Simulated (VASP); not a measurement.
# Sb2Te4O (C2/m) in VASP: notebook

The runs below take Sb2Te4O through relaxation of cell and atoms, with PBE.

Program: VASP 6.6.1. These are calculated values, not measurements. Logs are shortened: lines on timing, memory, paths and dates and some standing lists are left out, and cuts for length are marked.

### Step 1. The crystal as given

The structure is monoclinic, space group C2/m (No. 12). The conventional cell has a = 6.376 Å, b = 6.434 Å, c = 9.738 Å, α = 90.00°, β = 109.00°, γ = 90.00°. Around Sb (site symmetry m) lie 5 Te at 2.91 to 3.27 Å. Te (site symmetry -1) is surrounded by 2 O at 2.26 Å. Te (site symmetry m) has 5 Sb at 2.91 to 3.27 Å as nearest neighbours. O (site symmetry 2/m) is surrounded by 4 Te at 2.26 Å.

The cell was built by a generator and needn't be a form met in nature.

### Step 2. Relaxation of cell and atoms, PBE

INCAR reads:

```
  ALGO = Normal
  EDIFF = 1E-6
  EDIFFG = -0.01
  ENCUT = 520
  GGA = PE
  IBRION = 2
  ISIF = 3
  ISMEAR = 0
  KPAR = 8
  LASPH = True
  LCHARG = False
  LREAL = False
  LWAVE = False
  NELM = 120
  NSW = 90
  PREC = Accurate
  SIGMA = 0.1
```

KPOINTS reads:

```
k-points
0
Gamma
  8 8 4
```

POSCAR reads:

```
Sb2Te4O
1.0
    3.1880980200     -3.2170000000      0.0000000000
    3.1880980200      3.2170000000      0.0000000000
   -3.1708981100      0.0000000000      9.2071482100
Sb Te O
2 4 1
Direct
    0.6519648300      0.6519648300      0.3169681700
    0.3480351700      0.3480351700      0.6830318300
    0.5000000000      0.0000000000      0.0000000000
    0.8155675300      0.8155675300      0.6324571600
    0.0000000000      0.5000000000      0.0000000000
    0.1844324700      0.1844324700      0.3675428400
    0.0000000000      0.0000000000      0.0000000000
```

Potentials or basis: VASP PAW PBE potentials, release 64 (Sb, Te, O).

Launch:

```sh
> cat potpaw_PBE.64/Sb/POTCAR potpaw_PBE.64/Te/POTCAR potpaw_PBE.64/O/POTCAR > POTCAR
> mpirun -np 8 vasp_std > vasp.out
```

OUTCAR:

```text
EDIFF = 1E-6
   EDIFFG = -0.01
   ENCUT = 520
   GGA = PE
   IBRION = 2
   ISIF = 3
   ISMEAR = 0
   LASPH = True
   LREAL = False
   NELM = 120
   NSW = 90
   PREC = Accurate

 ion  position               nearest neighbor table
   1  0.652  0.652  0.317-   4 2.91   6 3.18   6 3.25   6 3.25   6 3.27   3 3.68   5 3.68   5 3.71
                             3 3.71
   2  0.348  0.348  0.683-   6 2.91   4 3.18   4 3.25   4 3.25   4 3.27   3 3.68   5 3.68   3 3.71
                             5 3.71
   3  0.500  0.000  0.000-   7 2.26   7 2.26   5 3.19   5 3.19   5 3.22   5 3.22   1 3.68   2 3.68
                             2 3.71   1 3.71
   4  0.816  0.816  0.632-   1 2.91   2 3.18   2 3.25   2 3.25   2 3.27
   5  0.000  0.500  0.000-   7 2.26   7 2.26   3 3.19   3 3.19   3 3.22   3 3.22   1 3.68   2 3.68
                             2 3.71   1 3.71
   6  0.184  0.184  0.368-   2 2.91   1 3.18   1 3.25   1 3.25   1 3.27
   7  0.000  0.000  0.000-   3 2.26   5 2.26   5 2.26   3 2.26

  LATTYP: Found a base centered monoclinic cell.
 ALAT       =     6.3761960400
 B/A-ratio  =     1.0090655870
 C/A-ratio  =     1.5272229811
 COS(beta)  =    -0.3256253259

  Lattice vectors:

 A1 = (   3.1880980200,  -3.2170000000,   0.0000000000)
 A2 = (   3.1880980200,   3.2170000000,   0.0000000000)
 A3 = (  -3.1708981100,   0.0000000000,   9.2071482100)

Analysis of symmetry for initial positions (statically):
=====================================================================
 Subroutine PRICEL returns:
 Original cell was already a primitive cell.

 Routine SETGRP: Setting up the symmetry group for a
 base centered monoclinic supercell.

 Subroutine GETGRP returns: Found  4 space group operations
 (whereof  4 operations were pure point group operations)
 out of a pool of  4 trial point group operations.

The static configuration has the point symmetry C_2h.

Analysis of symmetry for dynamics (positions and initial velocities):
=====================================================================
 Subroutine PRICEL returns:
 Original cell was already a primitive cell.

 Routine SETGRP: Setting up the symmetry group for a
 base centered monoclinic supercell.

 Subroutine GETGRP returns: Found  4 space group operations
 (whereof  4 operations were pure point group operations)
 out of a pool of  4 trial point group operations.

The dynamic configuration has the point symmetry C_2h.

 Subroutine INISYM returns: Found  4 space group operations
 (whereof  4 operations are pure point group operations),
 and found     1 'primitive' translations

----------------------------------------------------------------------------------------

                                     Primitive cell

  volume of cell :     188.8591

  direct lattice vectors                    reciprocal lattice vectors
     3.188098020 -3.217000000  0.000000000     0.156833321 -0.155424308  0.054012651
     3.188098020  3.217000000  0.000000000     0.156833321  0.155424308  0.054012651
    -3.170898110  0.000000000  9.207148210     0.000000000  0.000000000  0.108611263

  length of vectors
     4.529134353  4.529134353  9.737873124     0.227312060  0.227312060  0.108611263

  position of ions in fractional coordinates (direct lattice)
     0.651964830  0.651964830  0.316968170
     0.348035170  0.348035170  0.683031830
     0.500000000  0.000000000  0.000000000
     0.815567530  0.815567530  0.632457160
     0.000000000  0.500000000  0.000000000
     0.184432470  0.184432470  0.367542840
     0.000000000  0.000000000  0.000000000

  ion indices of the primitive-cell ions
   primitive index   ion index
                 1           1
                 2           2
                 3           3
                 4           4
                 5           5
                 6           6
                 7           7

----------------------------------------------------------------------------------------

 KPOINTS: k-points

Automatic generation of k-mesh.
 Grid dimensions read from file:
 generate k-points for:    8    8    4

 Generating k-lattice:

  Cartesian coordinates                     Fractional coordinates (reciprocal lattice)
     0.019604165 -0.019428039  0.006751581     0.125000000  0.000000000  0.000000000
     0.019604165  0.019428039  0.006751581     0.000000000  0.125000000  0.000000000
     0.000000000  0.000000000  0.027152816     0.000000000  0.000000000  0.250000000

  Length of vectors
     0.028414008  0.028414008  0.027152816

  Shift w.r.t. Gamma in fractional coordinates (k-lattice)
     0.000000000  0.000000000  0.000000000

 Subroutine IBZKPT returns following result:
 ===========================================

 Found     78 irreducible k-points:

 Following reciprocal coordinates:
            Coordinates               Weight
  0.000000  0.000000  0.000000      1.000000
  0.125000  0.000000  0.000000      4.000000
  0.250000  0.000000  0.000000      4.000000
  0.375000  0.000000  0.000000      4.000000
  0.500000  0.000000  0.000000      2.000000
  0.125000  0.125000  0.000000      2.000000
[... 16 lines left out ...]
  0.125000  0.000000  0.250000      4.000000
  0.250000  0.000000  0.250000      4.000000
 [... further k-points ...]
   k-points           NKPTS =     78   k-points in BZ     NKDIM =     78   number of bands    NBANDS=     24
   number of dos      NEDOS =    301   number of ions     NIONS =      7
   total plane-waves  NPLWV =  93312
   dimension x,y,z NGX =    36 NGY =   36 NGZ =   72
   dimension x,y,z NGXF=    72 NGYF=   72 NGZF=  144
   ions per type =               2   4   1
   NGX,Y,Z   is equivalent  to a cutoff of  13.21, 13.21, 12.29 a.u.
   NGXF,Y,Z  is equivalent  to a cutoff of  26.43, 26.43, 24.58 a.u.
 SYSTEM =  unknown system
   PREC   = accura    normal or accurate (medium, high low for compatibility)
   ISTART =      0    job   : 0-new  1-cont  2-samecut
   ICHARG =      2    charge: 1-file 2-atom 10-const
   ISPIN  =      1    spin polarized calculation?
   LNONCOLLINEAR =      F non collinear calculations
   LSORBIT =      F    spin-orbit coupling
   LASPH  =      T    aspherical Exc in radial PAW
   ENCUT  =  520.0 eV  38.22 Ry    6.18 a.u.   8.42  8.42 18.11*2*pi/ulx,y,z
   NELM   =    120;   NELMIN=  2; NELMDL= -5     # of ELM steps
   EDIFF  = 0.1E-05   stopping-criterion for ELM
   LREAL  =      F    real-space projection
   EDIFFG = -.1E-01   stopping-criterion for IOM
   NSW    =     90    number of steps for IOM
   IBRION =      2    ionic relax: 0-MD 1-quasi-New 2-CG
   NFREE  =      1    steps in history (QN), initial steepest desc. (CG)
   ISIF   =      3    stress and relaxation
   ISYM   =      2    0-nonsym 1-usesym 2-fastsym
   POTIM  = 0.5000    time-step for ionic-motion
   TEBEG  =    0.0;   TEEND  =   0.0 temperature during run
   PSTRESS=    0.0 pullay stress
   NELECT =      40.0000    total number of electrons
   NUPDOWN=      -1.0000    fix difference up-down
   EMIN   =  10.00;   EMAX   =-10.00  energy-range for DOS
   EFERMI =   0.00;   METHOD = LEGACY
   ISMEAR =     0;   SIGMA  =   0.10  broadening in eV -4-tet -1-fermi 0-gaus
   EFERMI_NEDOS =   21; number of points for ismear=-14 and -15
   IALGO  =     38    algorithm
   IMIX   =      4    mixing-type and parameters
     AMIX     =   0.40;   BMIX     =  1.00
     AMIX_MAG =   1.60;   BMIX_MAG =  1.00
  volume/ion in A,a.u.               =      26.98       182.07
  Fermi-wavevector in a.u.,A,eV,Ry     =   0.975848  1.844085 12.956549  0.952279
  Thomas-Fermi vector in A             =   2.106420
   LORBIT       =      0    0 simple, 1 ext, 2 COOP (PROOUT), +10 PAW based schemes
   GGA     = PE    functional components
   LHFCALC =     F    Hartree Fock is set to
   AEXX    =    0.0000 exact exchange contribution
   IVDW    =     0    specifies the selected vdW correction
   LEPSILON=     F    determine dielectric tensor
   LRPA    =     F    only Hartree local field effects (RPA)
 conjugate gradient relaxation of ions
 non-spin polarized calculation
 Gauss-broadening in eV      SIGMA  =   0.10
  energy-cutoff  :      520.00
  volume of cell :      188.86
 maximum number of plane-waves:      5110
 NGX is ok and might be reduce to    36
   NGX = 17   NGY = 17   NGZ = 37

--------------------------------------- Ionic step        1  -------------------------------------------

 number of electron      40.0000003 magnetization

 Free energy of the ion-electron system (eV)
  ---------------------------------------------------
  ext. energy  EPLUGINS =         0.00000000
  ---------------------------------------------------
  free energy    TOTEN  =       -25.87089293 eV

  energy without entropy =      -25.85407014  energy(sigma->0) =      -25.86248154

------------------------ aborting loop because EDIFF is reached ----------------------------------------

  FORCE on cell =-STRESS in cart. coord.  units (eV):
  Direction    XX          YY          ZZ          XY          YZ          ZX
  --------------------------------------------------------------------------------------
  -------------------------------------------------------------------------------------
  Total        1.2846175      0.1663207      0.8891391      0.0000000      0.0000000      0.0057314
  in kB       10.8979942      1.4109738      7.5429711      0.0000000      0.0000000      0.0486218
  external PRESSURE =       6.6173131 kB  Pullay stress =       0.0000000 kB
[... 104 lines left out ...]
  FREE ENERGIE OF THE ION-ELECTRON SYSTEM (eV)
  ---------------------------------------------------
  free  energy   TOTEN  =       -25.8895437410 eV

  energy  without entropy=      -25.8733842129  energy(sigma->0) =      -25.88146398

[... ionic steps 4 to 38 ...]

--------------------------------------- Ionic step       39  -------------------------------------------

 number of electron      40.0000001 magnetization

------------------------ aborting loop because EDIFF is reached ----------------------------------------

  FORCE on cell =-STRESS in cart. coord.  units (eV):
  Direction    XX          YY          ZZ          XY          YZ          ZX
  --------------------------------------------------------------------------------------
  -------------------------------------------------------------------------------------
  Total       -0.0167283     -0.0086994     -0.0021992      0.0000000      0.0000000     -0.0080276
  in kB       -0.1397944     -0.0726985     -0.0183784      0.0000000      0.0000000     -0.0670843
  external PRESSURE =      -0.0769571 kB  Pullay stress =       0.0000000 kB
[... 67 lines left out ...]
  energy  without entropy=      -25.9854784849  energy(sigma->0) =      -25.99420388

--------------------------------------- Ionic step       41  -------------------------------------------

 number of electron      40.0000001 magnetization

 Free energy of the ion-electron system (eV)
  ---------------------------------------------------
  ext. energy  EPLUGINS =         0.00000000
  ---------------------------------------------------
  free energy    TOTEN  =       -26.00294616 eV

  energy without entropy =      -25.98550010  energy(sigma->0) =      -25.99422313

 E-fermi :   6.9397     XC(G=0):  -9.6529

 val. band max:        6.9386620950   @ k =   0.5000   0.2500   0.2500
 cond. band min:       6.9436411273   @ k =   0.3750   0.1250   0.0000
 fundamental gap:      0.0049790323
 Fermi energy:         6.9396611195

 k-point     1 :       0.0000    0.0000    0.0000
  band No.  band energies     occupation
      1     -12.3214      2.00000
      2      -5.8738      2.00000
      3      -4.4809      2.00000
      4      -4.3729      2.00000
      5      -2.6650      2.00000
      6      -1.9841      2.00000
[... 637 lines left out ...]
     23       7.8993      0.00000
     24       8.6469      0.00000

 [... further k-points ...]
[... 5 lines left out ...]
  --------------------------------------------------------------------------------------
  -------------------------------------------------------------------------------------
  Total       -0.0087405     -0.0417130     -0.0106825      0.0000000      0.0000000     -0.0058871
  in kB       -0.0730292     -0.3485228     -0.0892546      0.0000000      0.0000000     -0.0491885
  external PRESSURE =      -0.1702688 kB  Pullay stress =       0.0000000 kB
[... 22 lines left out ...]
  FREE ENERGIE OF THE ION-ELECTRON SYSTEM (eV)
  ---------------------------------------------------
  free  energy   TOTEN  =       -26.0029461638 eV

  energy  without entropy=      -25.9855000966  energy(sigma->0) =      -25.99422313

 reached required accuracy - stopping structural energy minimisation
```

It took 9.9 min on 8 MPI ranks of AMD EPYC 9R45 (Zen 5), shared host; peak memory 0.6 GiB.

Results:

```
Free energy                            : -26.0029 eV
Relaxed volume                         : 27.39 Å³/atom
Relaxed cell                           : a = 4.589 Å, b = 4.589 Å, c = 9.610 Å, α = 103.21°, β = 103.21°, γ = 88.69°
Space group after relaxing (to 0.05 Å) : C2/m (No. 12)
Energy gained by relaxing              : 18.9 meV/atom
Ionic steps                            : 41
Pressure after relaxing                : 0.0 GPa
Largest force after relaxing           : 0.009 eV/Å
Band gap on the k mesh                 : none (metal or under the smearing width)
```

Forces on the atoms (eV/Å):
```
Sb  -0.008  0.000 -0.004
Sb   0.008  0.000  0.004
Te   0.000  0.000  0.000
Te  -0.001  0.000  0.000
Te   0.000  0.000  0.000
Te   0.001  0.000  0.000
O    0.000  0.000  0.000
```

The path:
| step | energy change (eV) | largest force (eV/Å) | pressure (GPa) | volume (Å³) |
| --- | --- | --- | --- | --- |
| 1 | 0.0000 | 0.3918 | 0.66 | 188.86 |
| 3 | -0.0187 | 0.1993 | -0.51 | 191.83 |
| 5 | -0.0315 | 0.1068 | 0.31 | 188.09 |
| 7 | -0.0388 | 0.1004 | 0.07 | 188.37 |
| 9 | -0.0436 | 0.0978 | 0.05 | 187.98 |
| 11 | -0.0481 | 0.0995 | 0.28 | 187.73 |
| 13 | -0.0519 | 0.1046 | 0.18 | 188.26 |
| 15 | -0.0600 | 0.1282 | -0.28 | 190.65 |
| 17 | -0.0690 | 0.1667 | 0.30 | 189.31 |
| 19 | -0.0834 | 0.1239 | 0.05 | 190.45 |
| 21 | -0.1056 | 0.1301 | -0.02 | 191.66 |
| 23 | -0.1194 | 0.1665 | -0.07 | 192.51 |
| 25 | -0.1259 | 0.1058 | -0.07 | 192.41 |
| 27 | -0.1289 | 0.0643 | 0.00 | 192.03 |
| 29 | -0.1316 | 0.0256 | -0.04 | 191.71 |
| 31 | -0.1318 | 0.0081 | 0.11 | 191.26 |
| 33 | -0.1320 | 0.0110 | 0.03 | 191.60 |
| 35 | -0.1320 | 0.0118 | 0.01 | 191.64 |
| 37 | -0.1320 | 0.0115 | 0.02 | 191.63 |
| 39 | -0.1320 | 0.0110 | -0.01 | 191.72 |
| 41 | -0.1321 | 0.0087 | -0.02 | 191.76 |

Final structure:
```
CELL_PARAMETERS angstrom
3.28186 -3.20787 0.03416
3.28186 3.20787 0.03416
-3.16500 0.00000 9.07424
ATOMIC_POSITIONS crystal
Sb 0.56381 0.56381 0.29027
Sb 0.43619 0.43619 0.70973
Te 0.50000 0.00000 0.00000
Te 0.82497 0.82497 0.62202
Te 0.00000 0.50000 0.00000
Te 0.17503 0.17503 0.37798
O 0.00000 0.00000 0.00000
```

Levels at points of the mesh, in eV from the Fermi level:
| k point | band 17 | band 18 | band 19 | band 20 | band 21 | band 22 | band 23 | band 24 |
| --- | --- | --- | --- | --- | --- | --- | --- | --- |
| (0.00, 0.00, 0.00) | -1.18 | -1.00 | -0.74 | -0.19 | 1.07 | 1.20 | 1.57 | 1.94 |
| (0.50, 0.00, 0.00) | -1.83 | -1.42 | -1.28 | -1.06 | 0.12 | 0.27 | 0.29 | 0.54 |
| (0.50, 0.50, 0.00) | -2.35 | -2.06 | -1.16 | -1.13 | 0.58 | 1.77 | 2.07 | 2.38 |
| (0.00, 0.00, 0.50) | -1.39 | -1.37 | -0.78 | -0.52 | 0.29 | 0.84 | 1.74 | 2.21 |
| (0.50, 0.00, 0.50) | -1.81 | -1.51 | -1.35 | -1.16 | -0.11 | 0.08 | 0.35 | 1.02 |
| (0.50, 0.50, 0.50) | -2.41 | -2.13 | -1.60 | -1.02 | 0.95 | 1.96 | 2.07 | 2.10 |

Caveat: this functional lacks dispersion, which binds the layers, so the pressure and a relaxed spacing across them are unreliable.

### Step 3. Relaxation of cell and atoms, PBE

This run uses another cell than the first one, of 27.39 Å³/atom, 1.015 times its volume.

INCAR reads:

```
  ALGO = Normal
  EDIFF = 1E-7
  EDIFFG = -0.005
  ENCUT = 520
  GGA = PE
  IBRION = 2
  ISIF = 3
  ISMEAR = 0
  KPAR = 8
  LASPH = True
  LCHARG = False
  LREAL = False
  LWAVE = False
  NELM = 120
  NSW = 60
  POTIM = 0.3
  PREC = Accurate
  SIGMA = 0.1
```

KPOINTS is that of step 2.

POSCAR reads:

```
Sb2Te4O                                 
1.0
    3.2818607422     -3.2078716011      0.0341584207
    3.2818607422      3.2078716011      0.0341584207
   -3.1649997564      0.0000000000      9.0742406217
  Sb              Te              O             
     2     4     1
Direct
     0.5638116314385053    0.5638116314385053    0.2902662311951178
     0.4361883685614946    0.4361883685614946    0.7097337688048824
     0.5000000000000000    0.0000000000000000    0.0000000000000000
     0.8249721087249268    0.8249721087249268    0.6220225906809564
     0.0000000000000000    0.5000000000000000    0.0000000000000000
     0.1750278912750731    0.1750278912750731    0.3779774093190434
     0.0000000000000000    0.0000000000000000    0.0000000000000000
```

Potentials or basis: VASP PAW PBE potentials, release 64 (Sb, Te, O).

Launch:

```sh
> cat potpaw_PBE.64/Sb/POTCAR potpaw_PBE.64/Te/POTCAR potpaw_PBE.64/O/POTCAR > POTCAR
> mpirun -np 8 vasp_std > vasp.out
```

It took 3.5 min on 8 MPI ranks of AMD EPYC 9R45 (Zen 5), shared host; peak memory 0.59 GiB.

The run converged. Its results:

* Free energy: -26.0036 eV
* Relaxed volume: 27.41 Å³/atom
* Relaxed cell: a = 4.590 Å, b = 4.590 Å, c = 9.610 Å, α = 103.20°, β = 103.20°, γ = 88.64°
* Space group after relaxing (to 0.05 Å): C2/m (No. 12)
* Energy gained by relaxing: 0.0 meV/atom
* Ionic steps: 16
* Pressure after relaxing: 0.0 GPa
* Largest force after relaxing: 0.005 eV/Å
* Band gap on the k mesh: none (metal or under the smearing width)

Forces in eV/Å, atoms in the order of the input:
```
Sb   0.000  0.000  0.000
Sb   0.000  0.000  0.000
Te   0.000  0.000  0.000
Te   0.005  0.000 -0.001
Te   0.000  0.000  0.000
Te  -0.005  0.000  0.001
O    0.000  0.000  0.000
```

Final structure:
```cif
data_structure
_symmetry_space_group_name_H-M 'P 1'
_symmetry_Int_Tables_number 1
_cell_length_a 4.5903
_cell_length_b 4.5903
_cell_length_c 9.6100
_cell_angle_alpha 103.197
_cell_angle_beta 103.197
_cell_angle_gamma 88.643
_cell_volume 191.85
loop_
_atom_site_label
_atom_site_type_symbol
_atom_site_fract_x
_atom_site_fract_y
_atom_site_fract_z
_atom_site_occupancy
Sb1 Sb 0.56233 0.56233 0.28978 1
Sb2 Sb 0.43767 0.43767 0.71022 1
Te1 Te 0.50000 0.00000 0.00000 1
Te2 Te 0.82497 0.82497 0.62181 1
Te3 Te 0.00000 0.50000 0.00000 1
Te4 Te 0.17503 0.17503 0.37819 1
O1 O 0.00000 0.00000 0.00000 1
```

Levels at points of the mesh, in eV from the Fermi level:
| k point | band 17 | band 18 | band 19 | band 20 | band 21 | band 22 | band 23 | band 24 |
| --- | --- | --- | --- | --- | --- | --- | --- | --- |
| (0.00, 0.00, 0.00) | -1.19 | -1.01 | -0.74 | -0.19 | 1.04 | 1.18 | 1.56 | 1.93 |
| (0.50, 0.00, 0.00) | -1.83 | -1.42 | -1.29 | -1.06 | 0.13 | 0.27 | 0.29 | 0.54 |
| (0.50, 0.50, 0.00) | -2.35 | -2.05 | -1.16 | -1.13 | 0.56 | 1.75 | 2.06 | 2.39 |
| (0.00, 0.00, 0.50) | -1.39 | -1.38 | -0.78 | -0.53 | 0.28 | 0.82 | 1.74 | 2.20 |
| (0.50, 0.00, 0.50) | -1.82 | -1.50 | -1.36 | -1.15 | -0.09 | 0.08 | 0.34 | 1.02 |
| (0.50, 0.50, 0.50) | -2.41 | -2.14 | -1.61 | -1.03 | 0.95 | 1.95 | 2.06 | 2.10 |

Spin-orbit coupling is left out, which matters for the levels of Sb, Te.
